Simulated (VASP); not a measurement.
```xyz
4
Lattice="3.9976 0.0000 0.0000 -1.9988 3.4621 0.0000 0.0000 0.0000 7.3587" Properties=species:S:1:pos:R:3 pbc="T T T"
Rh     0.0000     2.3080     0.0795
Rh     1.9988     1.1540     3.7588
Te     0.0000     2.3080     2.6800
Te     1.9988     1.1540     6.3593
```

Method: PBE GGA, VASP's PBE PAW potentials (set 64) (plane waves; VASP). Settings: 400 eV cut-off, 10×10×5 Γ-centred mesh, tetrahedra with Blöchl corrections, potentials Rh_pv Te.

The cores are frozen, which limits the accuracy of field gradients.

Problem. Give the principal components of the electric field gradient (V/Å²) and the asymmetry η at each nucleus.

Solution. 
```tsv
atom	Vxx	Vyy	Vzz	η
Rh1	22.2	22.2	-44.4	0.00
Rh2	22.2	22.2	-44.4	0.00
Te3	15.1	15.1	-30.1	0.00
Te4	15.1	15.1	-30.1	0.00
```

The structure was generated: RhTe was put into the wurtzite type (P6_3mc), which need not be its known phase. It was relaxed first, which changed the volume by -25 %.
